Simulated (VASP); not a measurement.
All values below come from PBE GGA, VASP's PBE PAW potentials (set 64) (plane waves; VASP 6.6.1).

Input for VASP

### INCAR
```
SYSTEM = BaHfO3
PREC = Accurate; ENCUT = 520; LREAL = F
LASPH = T
EDIFF = 1E-8; NELM = 100; ALGO = Normal
LMAXMIX = 6
ISMEAR = 0; SIGMA = 0.05
GGA = PE
IBRION = 1; NSW = 30; ISIF = 2
EDIFFG = -0.001
LWAVE = F; LCHARG = F
```

File KPOINTS:
```
Automatic mesh
0
Gamma
5 5 5
0 0 0
```

### POSCAR
```
BaHfO3
1
    4.2014504049     0.0000000000     0.0000000000
    0.0000000000     4.2014504049     0.0000000000
    0.0000000000     0.0000000000     4.2014504049
Ba Hf O
1 1 3
Direct
  0.0000000000   0.0000000000   0.0000000000
  0.5000000000   0.5000000000   0.5000000000
  0.5000000000   0.0000000000   0.5000000000
  0.0000000000   0.5000000000   0.5000000000
  0.5000000000   0.5000000000   0.0000000000
```

POTCAR, in this order: Ba_sv Hf_pv O (PBE.64 set). Program: vasp_std.

Q: What does the run give for the energy per atom (σ→0)?

A: 
```yaml
energy per atom (σ→0): -8.711 eV/atom
```

**OSZICAR**
```
...
DAV:  12    -0.435569765930E+02   -0.35898E-04   -0.86684E-05   674   0.648E-02    0.164E-01
DAV:  13    -0.435569803406E+02   -0.37476E-05   -0.13244E-05   602   0.244E-02    0.761E-03
DAV:  14    -0.435569803721E+02   -0.31523E-07   -0.77545E-07   626   0.610E-03    0.449E-03
DAV:  15    -0.435569802408E+02    0.13126E-06   -0.41907E-07   579   0.448E-03    0.385E-03
DAV:  16    -0.435569802244E+02    0.16449E-07   -0.30897E-08   505   0.118E-03    0.737E-04
DAV:  17    -0.435569802450E+02   -0.20620E-07   -0.73458E-09   412   0.606E-04    0.312E-04
DAV:  18    -0.435569802492E+02   -0.41832E-08   -0.11728E-09   370   0.210E-04
   1 F= -.43556980E+02 E0= -.43556980E+02  d E =-.435570E+02
```

The compound is BaHfO3 in the cubic perovskite structure. It was relaxed first. The start is the result of an earlier pass.
